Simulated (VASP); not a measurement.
```yaml
crystal:
  lattice:
    - [-1.68069, 1.68069, 4.02489]
    - [1.68069, -1.68069, 4.02489]
    - [1.68069, 1.68069, -4.02489]
  atoms:
    - { symbol: Rh, position: [0.00000, 0.00000, 0.00000] }
    - { symbol: Ge, position: [0.33851, 0.33851, 0.00000] }
    - { symbol: Ge, position: [0.66149, 0.66149, 0.00000] }
```

Level of theory: PBEsol GGA, VASP's PBE PAW potentials (set 64) (plane waves; VASP). Settings: 400 eV cut-off, 14×14×14 Γ-centred mesh, tetrahedra with Blöchl corrections, potentials Rh_pv Ge_d.

The cores are frozen, which limits the accuracy of field gradients.

### Question
Give the principal components of the electric field gradient (V/Å²) and the asymmetry η at each nucleus.

### Answer

```tsv
atom	Vxx	Vyy	Vzz	η
Rh1	6.7	6.7	-13.5	0.00
Ge2	5.3	5.3	-10.5	0.00
Ge3	5.3	5.3	-10.5	0.00
```

The structure was generated: Ge2Rh was put into the MoSi2 type (I4/mmm), which need not be its known phase. It was relaxed first, which changed the volume by +13 %.
